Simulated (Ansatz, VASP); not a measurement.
## One calculation of Ga3Sn, two programs

```
Ga Sn
1.0
     4.37524    0.00000    0.00000
     0.00000    4.37524    0.00000
     0.00000    0.00000    4.37524
Ga Sn
3 1
Direct
  0.00000 0.50000 0.50000
  0.50000 0.00000 0.50000
  0.50000 0.50000 0.00000
  0.00000 0.00000 0.00000
```

The cell comes from a database or a generator and needn't be the stable form of this composition.

Alike in both runs: task single point; functional LDA; k mesh 5 × 5 × 5; occupations fermi-dirac, width 0.15 eV; no spin polarisation.

|  | VASP | Ansatz |
| --- | --- | --- |
| version | VASP 6.6.1 | Ansatz 0.2.0 |
| potentials or method | VASP PAW LDA potentials, release 64 (Ga_d, Sn_d), cutoff 520 eV | all-electron (LAPW or listed datasets) |

```csv
,VASP,Ansatz,Ansatz less VASP
gap on the k mesh at the Fermi level (eV),none,none,-
pressure (GPa),-3.2,-3.2,+0.02
```

A gap of «none» marks a metal or a gap that the smearing closes. Ansatz ran all-electron here, so the differences hold the error of VASP's frozen core and of both bases.
